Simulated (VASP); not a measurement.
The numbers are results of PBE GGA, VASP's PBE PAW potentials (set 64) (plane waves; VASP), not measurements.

The input files of a VASP run:

**INCAR**
```
SYSTEM = Pt
PREC = Accurate
ENCUT = 400
EDIFF = 1E-6
NELM = 100
ALGO = Normal
LREAL = .FALSE.
LASPH = .TRUE.
ISMEAR = 1
SIGMA = 0.1
GGA = PE
LMAXMIX = 6
LWAVE = .FALSE.
LCHARG = .FALSE.
ISIF = 3
IBRION = 2
NSW = 40
EDIFFG = -0.01
```

**POSCAR**
```
Pt
1
    0.0000000000     1.9992000000     1.9992000000
    1.9992000000     0.0000000000     1.9992000000
    1.9992000000     1.9992000000     0.0000000000
Pt
1
Direct
 -0.0175070028   0.0175070028   0.0425170068
```

KPOINTS:
```
Automatic mesh
0
Gamma
12 12 12
0 0 0
```

POTCAR, in this order: Pt (PBE.64 set). Program: vasp_std.

The resulting files:

**OSZICAR**
```
       N       E                     dE             d eps       ncg     rms          rms(c)
DAV:   1     0.242922659095E+02    0.24292E+02   -0.46307E+03  1504   0.805E+02
DAV:   2    -0.621373196651E+01   -0.30506E+02   -0.28772E+02  1339   0.152E+02
DAV:   3    -0.647145014720E+01   -0.25772E+00   -0.25663E+00  1592   0.143E+01
DAV:   4    -0.647227045730E+01   -0.82031E-03   -0.82024E-03  1479   0.830E-01
DAV:   5    -0.647227656987E+01   -0.61126E-05   -0.61120E-05  1432   0.671E-02    0.109E+01
DAV:   6    -0.612882927972E+01    0.34345E+00   -0.96955E-01  1318   0.882E+00    0.578E+00
DAV:   7    -0.609763988567E+01    0.31189E-01   -0.12394E-01  1391   0.305E+00    0.246E+00
DAV:   8    -0.609468355094E+01    0.29563E-02   -0.30643E-03  1402   0.521E-01    0.403E-01
DAV:   9    -0.609459106300E+01    0.92488E-04   -0.28673E-05  1359   0.554E-02    0.157E-02
DAV:  10    -0.609459573533E+01   -0.46723E-05   -0.18378E-06  1476   0.143E-02    0.440E-03
DAV:  11    -0.609459573793E+01   -0.25942E-08   -0.37315E-08   677   0.182E-03
   1 F= -.60945957E+01 E0= -.60939184E+01  d E =-.609460E+01
       N       E                     dE             d eps       ncg     rms          rms(c)
DAV:   1    -0.658869637428E+01   -0.49410E+00   -0.12326E+01  1324   0.373E+01    0.575E+00
DAV:   2    -0.609303240862E+01    0.49566E+00   -0.13461E+00  1297   0.105E+01    0.157E+00
DAV:   3    -0.605817808524E+01    0.34854E-01   -0.18124E-01  1347   0.355E+00    0.807E-01
DAV:   4    -0.605951226286E+01   -0.13342E-02   -0.23951E-03  1523   0.499E-01    0.411E-01
DAV:   5    -0.606039633151E+01   -0.88407E-03   -0.12863E-03  1486   0.224E-01    0.148E-02
DAV:   6    -0.606042589360E+01   -0.29562E-04   -0.19549E-05  1684   0.369E-02    0.868E-03
DAV:   7    -0.606042699011E+01   -0.10965E-05   -0.56077E-07   999   0.551E-03    0.702E-04
DAV:   8    -0.606042704866E+01   -0.58545E-07   -0.19935E-08   654   0.112E-03
   2 F= -.60604270E+01 E0= -.60596568E+01  d E =0.341687E-01
       N       E                     dE             d eps       ncg     rms          rms(c)
DAV:   1    -0.637138563326E+01   -0.31096E+00   -0.63592E+00  1315   0.268E+01    0.330E+00
DAV:   2    -0.611319428428E+01    0.25819E+00   -0.80960E-01  1300   0.780E+00    0.169E+00
DAV:   3    -0.609992376356E+01    0.13271E-01   -0.65859E-02  1362   0.210E+00    0.975E-01
DAV:   4    -0.610062613932E+01   -0.70238E-03   -0.20855E-03  1430   0.298E-01    0.173E-01
DAV:   5    -0.610071750174E+01   -0.91362E-04   -0.80598E-05  1679   0.665E-02    0.211E-02
DAV:   6    -0.610072699550E+01   -0.94938E-05   -0.41833E-06  1457   0.148E-02    0.182E-03
DAV:   7    -0.610072699599E+01   -0.49033E-09   -0.36815E-08   656   0.195E-03
   3 F= -.61007270E+01 E0= -.61000298E+01  d E =-.613126E-02
       N       E                     dE             d eps       ncg     rms          rms(c)
DAV:   1    -0.610074621034E+01   -0.19215E-04   -0.40595E-04  1324   0.213E-01    0.277E-02
DAV:   2    -0.610072943212E+01    0.16778E-04   -0.50925E-05  1304   0.623E-02    0.109E-02
DAV:   3    -0.610072891982E+01    0.51230E-06   -0.47231E-06   989   0.178E-02
   4 F= -.61007289E+01 E0= -.61000312E+01  d E =-.613318E-02
```

### OUTCAR
```
------------------------ aborting loop because EDIFF is reached ----------------------------------------
  FORCE on cell =-STRESS in cart. coord.  units (eV):
  Direction    XX          YY          ZZ          XY          YZ          ZX
  --------------------------------------------------------------------------------------
  Total        0.0012178      0.0012178      0.0012178      0.0000000     -0.0000000      0.0000000
  in kB        0.1248884      0.1248884      0.1248884      0.0000000     -0.0000000      0.0000000
  external PRESSURE =       0.1248884 kB  Pullay stress =       0.0000000 kB
  volume of cell :       15.62
      direct lattice vectors                 reciprocal lattice vectors
     0.000000000  1.984152288  1.984152288    -0.251996786  0.251996786  0.251996786
     1.984152288  0.000000000  1.984152288     0.251996786 -0.251996786  0.251996786
     1.984152288  1.984152288 -0.000000000     0.251996786  0.251996786 -0.251996786
 POSITION                                       TOTAL-FORCE (eV/Angst)
 -----------------------------------------------------------------------------------
      0.11910      2.03378      1.98415         0.000000      0.000000     -0.000000
 -----------------------------------------------------------------------------------
    total drift:                               -0.000002      0.000001     -0.000000
  FREE ENERGIE OF THE ION-ELECTRON SYSTEM (eV)
  ---------------------------------------------------
  free  energy   TOTEN  =        -6.1007289198 eV

  energy  without entropy=       -6.0986356273  energy(sigma->0) =       -6.10003116

 reached required accuracy - stopping structural energy minimisation
```
(Selected blocks of OUTCAR.)

CONTCAR:
```
Pt
   1.00000000000000
     0.0000000000000000    1.9841522881828895    1.9841522881828895
     1.9841522881828895    0.0000000000000000    1.9841522881828895
     1.9841522881828895    1.9841522881828895   -0.0000000000000000
  Pt
     1
Direct
     0.9824929971999978    0.0175070028000022    0.0425170067999971
```

Energy and stress use the plane-wave basis of the starting cell.

The compound is Pt in the fcc structure. This run relaxes it. Symmetry was kept, so distortions that lower it aren't found.
